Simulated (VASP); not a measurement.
Input:

```xyz
2
Lattice="0.0000 2.4379 2.4379 2.4379 0.0000 2.4379 2.4379 2.4379 0.0000" Properties=species:S:1:pos:R:3 pbc="T T T"
Be     4.8758     2.4379     2.4379
S      1.2189     1.2189     1.2189
```

Calculation: optB88-vdW, VASP's PBE PAW potentials (set 64) (plane waves; VASP). Numerical set-up: 520 eV cut-off, 10×10×10 Γ-centred mesh, tetrahedra with Blöchl corrections, potentials Be S.

Q: Predict the energy per atom (σ→0), band gap (on the k-mesh) with the smallest direct gap where there is one.

A: 
The band gap (on the k-mesh) is 3.27 eV. The smallest direct gap (on the k-mesh) is 5.78 eV and the energy per atom (σ→0) comes out as -4.072 eV/atom.

The compound is BeS in the zinc blende structure. It was relaxed first.
